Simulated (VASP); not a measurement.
Data:

```yaml
crystal:
  lattice:
    - [0.00000, 2.71640, 2.71640]
    - [2.71640, 0.00000, 2.71640]
    - [2.71640, 2.71640, 0.00000]
  atoms:
    - { symbol: Zn, position: [0.00000, 0.00000, 0.00000] }
    - { symbol: S, position: [0.25000, 0.25000, 0.25000] }
```

Computed with PBE GGA with D3 dispersion (Becke-Johnson damping), VASP's PBE PAW potentials (set 64) (plane waves; VASP). Numerical set-up: 520 eV cut-off, 9×9×9 Γ-centred mesh, Gaussian smearing of 0.050 eV, potentials Zn S.

**Question.** Give the stress tensor in GPa (positive for a compressed cell).

**Answer.** 
```
-2.11   0.00   0.00
 0.00  -2.11   0.00
 0.00   0.00  -2.11
```
The pressure is its mean diagonal, -2.11 GPa.

The compound is ZnS in the zinc blende structure. This cell is one point of a volume scan, at 1.03 of the reference volume.
